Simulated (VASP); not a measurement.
**MnS (Rambergite): structure and properties in VASP**

What structure does MnS (Rambergite) take at this level, and what are its properties? The steps: magnetic order: ferromagnetic, magnetic order: antiferromagnetic within the cell, magnetic order: antiferromagnetic, q = (0, 0, 1/2), magnetic order: antiferromagnetic, q = (1/2, 1/2, 1/2), magnetic order: antiferromagnetic, q = (1/2, 1/2, 0), the orders side by side, relaxing cell and atoms (r2SCAN), second relaxation, density, ELF and potential (r2SCAN), band structure (r2SCAN), density of states (r2SCAN), electric field gradients (r2SCAN), independent-particle dielectric function (r2SCAN) and a single point (r2SCAN), changed input. The start is a cell from a database of measured crystal structures.

Method: r2SCAN, spin-polarised from a ferromagnetic start; plane waves and PAW (Mn_pv, S), in the first sound run; inputs show where later runs differ, in VASP 6.6.1.

The database entry behind the starting cell differs from later determinations by our own check (about 0.3 % short against later determinations), so it need not match the best structure at ambient conditions.

**1. Starting point**

It takes space group P6_3mc (No. 186, hexagonal). The conventional cell has a = 3.976 Å, b = 3.976 Å, c = 6.432 Å, α = 90.00°, β = 90.00°, γ = 120.00°. Mn has 4 S at 2.41 to 2.48 Å nearest. Nearest to S lie 4 Mn at 2.41 to 2.48 Å. Farther neighbours and most contacts between anions are not listed.

As a file:

```cif
data_structure
_symmetry_space_group_name_H-M 'P6_3mc'
_symmetry_Int_Tables_number 186
_cell_length_a 3.9760
_cell_length_b 3.9760
_cell_length_c 6.4320
_cell_angle_alpha 90.000
_cell_angle_beta 90.000
_cell_angle_gamma 120.000
_cell_volume 88.06
loop_
_atom_site_label
_atom_site_type_symbol
_atom_site_symmetry_multiplicity
_atom_site_Wyckoff_symbol
_atom_site_fract_x
_atom_site_fract_y
_atom_site_fract_z
_atom_site_occupancy
Mn1 Mn 2 b 0.33333 0.66667 0.00000 1
S1 S 2 b 0.33333 0.66667 0.38500 1
```

**2. Magnetic order: ferromagnetic**

The properties of a magnet depend on its order, so a few collinear patterns are compared first on the cell as listed, beginning with all moments parallel. r2SCAN adds the kinetic-energy density, costs more than a GGA and is run with LASPH.

The input, INCAR:

```
SYSTEM = MnS
PREC = Accurate
ENCUT = 400
EDIFF = 1E-06
NELM = 100
ISMEAR = 0
SIGMA = 0.05
LREAL = .FALSE.
ALGO = Normal
METAGGA = R2SCAN
LASPH = .TRUE.
NBANDS = 32
ISPIN = 2
MAGMOM = 4 4 0 0
LMAXMIX = 4
LORBIT = 11
LWAVE = .FALSE.
LCHARG = .FALSE.
KPAR = 8
ISIF = 2
```

The input, POSCAR:

```
MnS
1.0
    3.9760000000      0.0000000000      0.0000000000
   -1.9880000000      3.4433170054      0.0000000000
    0.0000000000      0.0000000000      6.4320000000
Mn S
2 2
Direct
    0.3333333333      0.6666666667      0.0000000000
    0.6666666667      0.3333333333      0.5000000000
    0.3333333333      0.6666666667      0.3850000000
    0.6666666667      0.3333333333      0.8850000000
```

The input, KPOINTS:

```
Automatic mesh
0
Gamma
7 7 4
0 0 0
```

PAW data sets: Mn_pv and S (PBE family, release 64).

On the command line:

```console
$ mpirun -np 8 vasp_std
```

Log:

```text
[banner, memory and clock lines left out]
running    8 mpi-ranks, on    1 nodes
 distrk:  each k-point on    1 cores,    8 groups
 distr:  one band on    1 cores,    1 groups

 POSCAR found type information on POSCAR MnS
 POSCAR found :  2 types and       4 ions
|                                                                             |
|           W    W    AA    RRRRR   N    N  II  N    N   GGGG   !!!           |
|           W    W   A  A   R    R  NN   N  II  NN   N  G    G  !!!           |
|           W    W  A    A  R    R  N N  N  II  N N  N  G       !!!           |
|           W WW W  AAAAAA  RRRRR   N  N N  II  N  N N  G  GGG   !            |
|           WW  WW  A    A  R   R   N   NN  II  N   NN  G    G                |
|           W    W  A    A  R    R  N    N  II  N    N   GGGG   !!!           |
|                                                                             |
|     For optimal performance we recommend to set                             |
|       NCORE = 2 up to number-of-cores-per-socket                            |
|     NCORE specifies how many cores store one orbital (NPAR=cpu/NCORE).      |
|     This setting can greatly improve the performance of VASP for DFT.       |
|     The default, NCORE=1 might be grossly inefficient on modern             |
|     multi-core architectures or massively parallel machines. Do your        |
|     Unfortunately you need to use the default for GW and RPA                |
|     calculations (for HF NCORE is supported but not extensively tested      |
|     yet).                                                                   |
|                                                                             |

|                                                                             |
|               ----> ADVICE to this user running VASP <----                  |
|                                                                             |
|     You enforced a specific xc type in the INCAR file but a different       |
|     [... a line on the potential file left out ...]
|     I HOPE YOU KNOW WHAT YOU ARE DOING!                                     |
|                                                                             |

 LDA part: xc-table for (None), standard interpolation
 POSCAR, INCAR and KPOINTS ok, starting setup
 FFT: planning ... GRIDC
 FFT: planning ... GRID_SOFT
 FFT: planning ... GRID
 WAVECAR not read
 entering main loop
       N       E                     dE             d eps       ncg     rms          rms(c)
DAV:   1     0.301449145466E+03    0.30145E+03   -0.18618E+04  3408   0.104E+03
DAV:   2    -0.362968723233E+02   -0.33775E+03   -0.31951E+03  3200   0.324E+02
DAV:   3    -0.581723891293E+02   -0.21876E+02   -0.21573E+02  3768   0.907E+01
DAV:   4    -0.585756431771E+02   -0.40325E+00   -0.40297E+00  3320   0.128E+01
DAV:   5    -0.585832205623E+02   -0.75774E-02   -0.75771E-02  3680   0.191E+00    0.159E+01
DAV:   6    -0.494152074538E+02    0.91680E+01   -0.20349E+01  3232   0.445E+01    0.193E+01
DAV:   7    -0.498014140909E+02   -0.38621E+00   -0.21049E+00  3200   0.106E+01    0.117E+01
DAV:   8    -0.497550509825E+02    0.46363E-01   -0.25372E-01  3488   0.568E+00    0.687E+00
DAV:   9    -0.497699961300E+02   -0.14945E-01   -0.16998E-01  3312   0.339E+00    0.100E+00
DAV:  10    -0.497699086905E+02    0.87440E-04   -0.33858E-02  3480   0.187E+00    0.444E-01
DAV:  11    -0.497710700193E+02   -0.11613E-02   -0.25276E-03  3368   0.318E-01    0.179E-01
DAV:  12    -0.497713990409E+02   -0.32902E-03   -0.29006E-04  3592   0.137E-01    0.110E-01
DAV:  13    -0.497715640731E+02   -0.16503E-03   -0.11115E-04  3320   0.730E-02    0.769E-02
DAV:  14    -0.497716169461E+02   -0.52873E-04   -0.23302E-05  3432   0.441E-02    0.246E-02
DAV:  15    -0.497716566374E+02   -0.39691E-04   -0.94614E-06  3192   0.197E-02    0.527E-03
DAV:  16    -0.497716573773E+02   -0.73991E-06   -0.54782E-07  2256   0.624E-03
   1 F= -.49771657E+02 E0= -.49771657E+02  d E =-.195426E-18  mag=     9.9999
```

Run time: 39 s. Hardware: 8 MPI ranks of AMD EPYC 9R45, shared host; peak memory 2 GiB; 4.6 min of CPU time.

Lines that name or quote the potential files are left out of all logs, and their timing lines are given in words.

From OUTCAR (step 2):

```text
ion  position               nearest neighbor table
   1  0.333  0.667  0.000-   4 2.41   4 2.41   4 2.41   3 2.48
   2  0.667  0.333  0.500-   3 2.41   3 2.41   3 2.41   4 2.48
   3  0.333  0.667  0.385-   2 2.41   2 2.41   2 2.41   1 2.48
   4  0.667  0.333  0.885-   1 2.41   1 2.41   1 2.41   2 2.48

  LATTYP: Found a hexagonal cell.
 ALAT       =     3.9760000000
 C/A-ratio  =     1.6177062374

 Subroutine GETGRP returns: Found 12 space group operations
 (whereof  6 operations were pure point group operations)

The static configuration has the point symmetry C_3v.
 The point group associated with its full space group is C_6v.

 Found     24 irreducible k-points:

   k-points           NKPTS =     24   k-points in BZ     NKDIM =     24   number of bands    NBANDS=     32

   dimension x,y,z NGX =    28 NGY =   28 NGZ =   42
   dimension x,y,z NGXF=    56 NGYF=   56 NGZF=   84

   ENCUT  =  400.0 eV  29.40 Ry    5.42 a.u.   6.48  6.48 10.49*2*pi/ulx,y,z

   NELECT =      38.0000    total number of electrons

 k-points in reciprocal lattice and weights: Automatic mesh
   0.00000000  0.00000000  0.00000000       0.005
   0.14285714  0.00000000  0.00000000       0.031
   0.28571429  0.00000000  0.00000000       0.031
   0.42857143  0.00000000  0.00000000       0.031
   0.14285714  0.14285714  0.00000000       0.031
   0.28571429  0.14285714  0.00000000       0.061
   0.42857143  0.14285714  0.00000000       0.031
   0.28571429  0.28571429  0.00000000       0.031
   0.00000000  0.00000000  0.25000000       0.010
[...]
0.42857143  0.14285714  0.50000000       0.031
   0.28571429  0.28571429  0.50000000       0.031

 average (electrostatic) potential at core
       1 -76.0328       2 -76.0328       3 -90.0893       4 -90.0893

 E-fermi :   4.6958

 spin component 1
 k-point     1 :       0.0000    0.0000    0.0000
  band No.  band energies     occupation
    ...
     20       3.4626      1.00000
     21       3.4626      1.00000
     22       4.1786      1.00000
     23       4.4032      1.00000
     24       4.4032      1.00000
     25       5.7440      0.00000
     26       7.3014      0.00000
     27      10.4448      0.00000
     28      10.4448      0.00000
     29      10.8713      0.00000
    ...

 k-point     2 :       0.1429    0.0000    0.0000
  band No.  band energies     occupation
    ...
     20       2.7664      1.00000
     21       3.1540      1.00000
     22       3.6300      1.00000
     23       4.0135      1.00000
     24       4.1974      1.00000
     25       6.6053      0.00000
     26       8.0328      0.00000
     27       9.8760      0.00000
     28      10.8279      0.00000
     29      10.9615      0.00000
    ...

 k-point     3 :       0.2857    0.0000    0.0000
  band No.  band energies     occupation
    ...
     20       1.6839      1.00000
     21       2.5110      1.00000
     22       2.5402      1.00000
     23       3.5396      1.00000
     24       3.7199      1.00000
     25       7.6831      0.00000
     26       8.4156      0.00000
     27       9.4816      0.00000
     28      10.4429      0.00000
     29      11.2153      0.00000
    ...

 k-point     4 :       0.4286    0.0000    0.0000
  band No.  band energies     occupation
    ...
     20       1.3901      1.00000
     21       1.5965      1.00000
     22       1.9780      1.00000
     23       3.0118      1.00000
     24       3.3142      1.00000
     25       8.0314      0.00000
     26       8.3167      0.00000
     27       8.9667      0.00000
     28      10.9211      0.00000
     29      11.1145      0.00000
    ...

 k-point     5 :       0.1429    0.1429    0.0000
  band No.  band energies     occupation
    ...
     20       2.0468      1.00000
     21       2.4855      1.00000
     22       2.8895      1.00000
     23       3.7176      1.00000
     24       3.7400      1.00000
     25       7.5918      0.00000
     26       8.9314      0.00000
     27       9.6092      0.00000
     28       9.9264      0.00000
     29      11.1326      0.00000
    ...

 k-point     6 :       0.2857    0.1429    0.0000
  band No.  band energies     occupation
    ...
     20       1.4409      1.00000
     21       1.7316      1.00000
     22       2.0188      1.00000
     23       3.1151      1.00000
     24       3.2254      1.00000
     25       8.6109      0.00000
     26       8.8955      0.00000
     27       9.1318      0.00000
     28      10.4436      0.00000
     29      10.8191      0.00000
    ...

  Total        1.0478012      1.0478012     -0.1350596      0.0000000      0.0000000      0.0000000
  in kB       19.0642651     19.0642651     -2.4573478      0.0000000      0.0000000      0.0000000
  external PRESSURE =      11.8903941 kB  Pullay stress =       0.0000000 kB

  energy-cutoff  :      400.00
  volume of cell :       88.06
      direct lattice vectors                 reciprocal lattice vectors
     3.976000000  0.000000000  0.000000000     0.251509054  0.145208820  0.000000000
    -1.988000000  3.443317005  0.000000000     0.000000000  0.290417640  0.000000000
     0.000000000  0.000000000  6.432000000     0.000000000  0.000000000  0.155472637

 POSITION                                       TOTAL-FORCE (eV/Angst)
 -----------------------------------------------------------------------------------
     -0.00000      2.29554      0.00000         0.000000     -0.000000      0.221831
      1.98800      1.14777      3.21600        -0.000000     -0.000000      0.221831
     -0.00000      2.29554      2.47632        -0.000000     -0.000000     -0.221831
      1.98800      1.14777      5.69232        -0.000000      0.000000     -0.221831
 -----------------------------------------------------------------------------------
    total drift:                                0.000000      0.000001      0.010999

  FREE ENERGIE OF THE ION-ELECTRON SYSTEM (eV)
  ---------------------------------------------------
  free  energy   TOTEN  =       -49.7716573773 eV

  energy  without entropy=      -49.7716573773  energy(sigma->0) =      -49.77165738

 total charge
# of ion       s       p       d       tot
------------------------------------------
    1        0.270   6.210   4.879  11.359
    2        0.270   6.210   4.879  11.359
    3        1.302   2.497   0.000   3.799
    4        1.302   2.497   0.000   3.799
--------------------------------------------------
tot          3.144  17.414   9.757  30.316

 magnetization (x)
# of ion       s       p       d       tot
------------------------------------------
    1        0.048   0.064   4.354   4.466
    2        0.048   0.064   4.354   4.466
    3        0.013   0.065   0.000   0.078
    4        0.013   0.065   0.000   0.078
--------------------------------------------------
tot          0.122   0.258   8.708   9.088

[... 6 further parts left out ...]
```

The gap is read on the k-mesh alone, so it is an upper bound where the band edges lie off the mesh. The valence top and the conduction bottom belong to opposite spins. The PAW data sets were made with PBE, which is usual practice but a small mismatch for other functionals.

Numbers from this step:

```yaml
scf_cycles: 16
electrons: 38
bands: 32
irreducible_k_points: 24
symmetry_operations: 12
free_energy_toten: -49.77 eV
fermi_energy: 4.696 eV
pressure: 1.189 GPa
moment_of_the_cell_from_the_last_line_of_the_log: 10.000 μB
metallic: no
valence_top_at_k: 0, 0, 0
conduction_bottom_at_k: 0.4286, 0, 0
least_direct_gap_at_k: 0, 0, 0
gap_on_the_k_mesh: 0.7468 eV
least_direct_gap_on_the_k_mesh: 1.341 eV
```

Spin moment in the PAW sphere by atom:

```
atom  spin moment in the PAW sphere (μB)
 Mn1                                4.47
 Mn2                                4.47
  S3                                0.08
  S4                                0.08
```

Force by atom:

| atom | x (eV/Å) | y (eV/Å) | z (eV/Å) | size |
| --- | --- | --- | --- | --- |
| Mn1 | 0.000 | 0.000 | 0.222 | 0.222 |
| Mn2 | 0.000 | 0.000 | 0.222 | 0.222 |
| S3 | 0.000 | 0.000 | -0.222 | 0.222 |
| S4 | 0.000 | 0.000 | -0.222 | 0.222 |

The run ends ferromagnetic with a largest moment of 4.47 μB, and the mesh shows a gap of 0.75 eV.

(Continued in part 2 of 8.)

[Lines on the potential files, build, host, timing and source positions are cut from VASP's logs without a mark.]

[Logs are printed without paths, hosts, clocks, repeated set-up lines and the standing remarks that a program may print on its own settings, such as how far it seeks lower states.]

[Hosts, paths, dates, database ids (printed as entryN), source tags and the programs' standing remarks are cut or masked in the printed files.]

[A measured line is paired with the nearest computed mode of its activity, which favours agreement.]

[In band tables of VASP the shares of atoms and orbitals are scaled to a sum of 1 inside the atoms' spheres.]
